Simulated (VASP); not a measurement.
Wanted: the native input for a VASP 6.6.1 run.

```
Task                   : relaxation of cell and atoms
Functional             : PBE
Potentials or basis    : VASP PAW PBE potentials, release 64 (Ba_sv, Be)
Cutoff                 : 600 eV
k mesh                 : 7 × 7 × 7
Occupations            : methfessel-paxton, width 0.1 eV
Spin                   : no spin polarisation
Further INCAR settings : ALGO = Normal; EDIFF = 1e-06; IBRION = 2; EDIFFG = -0.02; NSW = 60; ISIF = 3
```

The structure of BaBe5 lies in POSCAR:

```
BaBe5
1.0
    4.6591708300      0.0000000000      0.0000000000
   -2.3295854200      4.0349603000      0.0000000000
    0.0000000000      0.0000000000      3.7585896100
Ba Be
1 5
Direct
    0.0000000000      0.0000000000      0.0000000000
    0.5000000000      0.5000000000      0.5000000000
    0.6666666700      0.3333333300      0.0000000000
    0.0000000000      0.5000000000      0.5000000000
    0.3333333300      0.6666666700      0.0000000000
    0.5000000000      0.0000000000      0.5000000000
```

The cell was built by a generator and needn't be a form met in nature.

These files were run (other wordings do the same):

INCAR

```
  PREC = Accurate
  ENCUT = 600
  EDIFF = 1E-6
  ISMEAR = 1
  SIGMA = 0.1
  LREAL = False
  LASPH = True
  NELM = 60
  ALGO = Normal
  ISIF = 3
  LWAVE = False
  LCHARG = False
  GGA = PE
  IBRION = 2
  NSW = 60
  EDIFFG = -0.02
```

KPOINTS

```
regular mesh
0
Gamma
  7 7 7
```

Potentials or basis: VASP PAW PBE potentials, release 64 (Ba_sv, Be).

Launch:

```console
$ cat potpaw_PBE.64/Ba_sv/POTCAR potpaw_PBE.64/Be/POTCAR > POTCAR
$ mpirun -np 1 vasp_std > vasp.out
```

It gave:

```yaml
Relaxed_volume: 14.38 Å³/atom
Relaxed_cell: a = 5.130 Å, b = 5.130 Å, c = 3.786 Å, α = 90.00°, β = 90.00°, γ = 120.00°
Space_group_after_relaxing_to_0.05_Å: P6/mmm (No. 191)
Energy_gained_by_relaxing: 147.7 meV/atom
Ionic_steps: 6
Pressure_after_relaxing: -0.1 GPa
Band_gap_on_the_k_mesh: none (metal or under the smearing width)
```

Caveat: the volume moved by over 15 % at a fixed basis, so the end points are rough.

Run time: 110 s on 1 thread of Intel(R) Xeon(R) Platinum 8488C (Sapphire Rapids), on a shared host, peak memory 0.24 GiB.
